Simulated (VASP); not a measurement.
Computed with PBEsol GGA, VASP's PBE PAW potentials (set 64) (plane waves; VASP).

Input for VASP

File POSCAR:
```
SiC
1
    0.0000000000     2.1800000000     2.1800000000
    2.1800000000     0.0000000000     2.1800000000
    2.1800000000     2.1800000000     0.0000000000
Si C
1 1
Direct
  0.0000000000   0.0000000000   0.0000000000
  0.2500000000   0.2500000000   0.2500000000
```

### KPOINTS
```
K-points
0
Gamma
  15 15 15
0 0 0
```

INCAR:
```
# general
SYSTEM   = SiC
PREC     = Accurate
ENCUT    = 520   # plane-wave cut-off (eV)
LREAL    = F
LASPH    = T   # aspherical one-centre terms

# electronic loop
EDIFF    = 1E-8   # SCF stop (eV)
NELM     = 100
ALGO     = Normal

# smearing
ISMEAR   = 0
SIGMA    = 0.01

# functional
GGA      = PS

# ions
IBRION   = 8
NSW      = 1

# output
LWAVE    = F
LCHARG   = F

# other
LEPSILON = T
```

POTCAR, in this order: Si C (PBE.64 set). Program: vasp_std.

Output

### OUTCAR
```


 HEAD OF MICROSCOPIC STATIC DIELECTRIC TENSOR (INDEPENDENT PARTICLE, excluding Hartree and local field effects)
 ------------------------------------------------------
           7.366016    -0.000000     0.000000
          -0.000000     7.366016    -0.000000
          -0.000000    -0.000000     7.366016
 ------------------------------------------------------

 MACROSCOPIC STATIC DIELECTRIC TENSOR (including local field effects in DFT)
 ------------------------------------------------------
           7.072299     0.000000    -0.000000
           0.000000     7.072299     0.000000
           0.000000     0.000000     7.072299
 ------------------------------------------------------

 PIEZOELECTRIC TENSOR (including local field effects)  for field in x, y, z        (e  Angst)
          XX          YY          ZZ          XY          YZ          ZX
  --------------------------------------------------------------------------------
  x     0.00000    -0.00000     0.00000     0.00000    -1.27611     0.00000
  y    -0.00000    -0.00000     0.00000     0.00000     0.00000    -1.27611
  z    -0.00000    -0.00000     0.00000    -1.27611     0.00000     0.00000

 PIEZOELECTRIC TENSOR (including local field effects)  for field in x, y, z        (C/m^2)
          XX          YY          ZZ          XY          YZ          ZX
  --------------------------------------------------------------------------------
  x     0.00000    -0.00000     0.00000     0.00000    -0.98673     0.00000
  y    -0.00000    -0.00000     0.00000     0.00000     0.00000    -0.98673
  z    -0.00000    -0.00000     0.00000    -0.98673     0.00000     0.00000

 BORN EFFECTIVE CHARGES (including local field effects) (in |e|, cummulative output)
 ---------------------------------------------------------------------------------
 ion    1
    1     2.70084     0.00000     0.00000
    2     0.00000     2.70084     0.00000
    3     0.00000     0.00000     2.70084
 ion    2
    1    -2.70084    -0.00000    -0.00000
    2    -0.00000    -2.70084    -0.00000
    3    -0.00000    -0.00000    -2.70084
```
(Selected blocks of OUTCAR.)

The compound is SiC in the zinc blende structure. The cell was not relaxed at this level.
